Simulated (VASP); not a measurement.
Consider the following.

```yaml
crystal:
  lattice:
    - [-1.58236, 1.58236, 2.98249]
    - [1.58236, -1.58236, 2.98249]
    - [1.58236, 1.58236, -2.98249]
  atoms:
    - { symbol: Ti, position: [0.00000, 0.00000, 0.00000] }
    - { symbol: B, position: [0.36782, 0.36782, 0.00000] }
    - { symbol: B, position: [0.63218, 0.63218, 0.00000] }
```

All values below come from PBEsol GGA, VASP's PBE PAW potentials (set 64) (plane waves; VASP 6.6.1). Numerical set-up: 520 eV cut-off, 15×15×15 Γ-centred mesh, tetrahedra with Blöchl corrections, potentials Ti_sv B.

Problem. Tabulate the total density of states (states/eV per cell) against energy (eV; zero at the valence-band maximum or, without a gap, the Fermi level).

Solution. 
```
E (eV) | DOS (states/eV)
    -9.89 | ### 0.39
    -9.54 | #### 0.50
    -9.20 | ###### 0.67
    -8.85 | ####### 0.89
    -8.50 | #################### 2.47
    -8.15 | ## 0.18
    -7.80 |  0.00
    -7.46 |  0.00
    -7.11 |  0.00
    -6.76 | # 0.07
    -6.53 | ## 0.21
    -6.18 | ###### 0.68
    -5.84 | ######## 1.01
    -5.49 | ######## 0.93
    -5.14 | ####### 0.82
    -4.79 | ####### 0.84
    -4.45 | ######## 0.97
    -4.10 | ######## 0.94
    -3.75 | ######### 1.12
    -3.40 | ######## 1.00
    -3.06 | ####### 0.87
    -2.71 | ####### 0.90
    -2.36 | ######## 0.96
    -2.02 | ############################## 3.63
    -1.67 | ########### 1.38
    -1.32 | ############# 1.59
    -0.97 | ############## 1.72
    -0.63 | ############## 1.72
    -0.28 | ############ 1.42
     0.07 | ########## 1.25
     0.30 | ########## 1.21
     0.65 | ######## 0.94
     0.99 | ########### 1.39
     1.34 | ############### 1.85
     1.69 | ############# 1.62
     2.04 | ################# 2.06
     2.38 | ################ 1.96
     2.73 | ########### 1.31
     3.08 | ############### 1.77
     3.43 | ##################### 2.58
```
Within 2 eV below the Fermi level the largest weight inside VASP's projection spheres is Ti d, then B p.

The structure was generated: TiB2 was put into the MoSi2 type (I4/mmm), which need not be its known phase. It was relaxed first, which changed the volume by +7 %.
